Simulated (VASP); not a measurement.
An input for Quantum ESPRESSO's pw.x (written as the equivalent of a VASP run, and not itself run):

```
&CONTROL
  calculation = 'scf'
  pseudo_dir = './pseudo'
  outdir = './out'
  tprnfor = .true.
  tstress = .true.
/
&SYSTEM
  ibrav = 0
  nat = 4
  ntyp = 1
  ecutwfc = 82
  occupations = 'tetrahedra'
  input_dft = 'vdw-df-ob86'
/
&ELECTRONS
  conv_thr = 7.3e-09
  electron_maxstep = 100
/
ATOMIC_SPECIES
  C 12.011 C.upf
CELL_PARAMETERS angstrom
     1.2338764   -2.1371362    0.0000000
     1.2338764    2.1371362    0.0000000
     0.0000000    0.0000000    6.5854751
ATOMIC_POSITIONS crystal
  C    0.0000000  0.0000000  0.2500000
  C    0.0000000  0.0000000  0.7500000
  C    0.3333330  0.6666670  0.2500000
  C    0.6666670  0.3333330  0.7500000
K_POINTS automatic
  11 11 4 0 0 0
```

Task: Translate this input to VASP (INCAR, KPOINTS, POSCAR, choice of POTCAR).

Result: Several could match; the one computed here: 
### POSCAR
```
C
2.4677520
  0.5000001764  -0.8660255076   0.0000000000
  0.5000001764   0.8660255076   0.0000000000
  0.0000000000   0.0000000000   2.6686130157
C
4
Direct
  0.0000000000   0.0000000000   0.2500000000
  0.0000000000   0.0000000000   0.7500000000
  0.3333330000   0.6666670000   0.2500000000
  0.6666670000   0.3333330000   0.7500000000
```

### INCAR
```
AGGAC = 0.0
ALGO = Normal
EDIFF = 1E-7
ENCUT = 520
GGA = MK
ISIF = 2
ISMEAR = -5
LASPH = T
LCHARG = T
LEFG = T
LORBIT = 11
LREAL = F
LUSE_VDW = T
LWAVE = F
NEDOS = 601
NELM = 100
PARAM1 = 0.1234
PARAM2 = 1.0
PREC = Accurate
SYSTEM = C
```

KPOINTS:
```
Automatic mesh
0
Gamma
11 11 4
0 0 0
```

POTCAR, in this order: C (PBE.64 set). Program: vasp_std.

What does not carry over: the potentials are each code's own (VASP's PAW set, PseudoDojo norm-conserving files in pw.x), so ENCUT and ecutwfc are chosen apart and not converted; conv_thr bounds pw.x's estimated SCF error, while EDIFF bounds the energy change between steps; the field gradients of LEFG aren't asked of the other code.

The compound is C in the graphite structure. It was relaxed first.
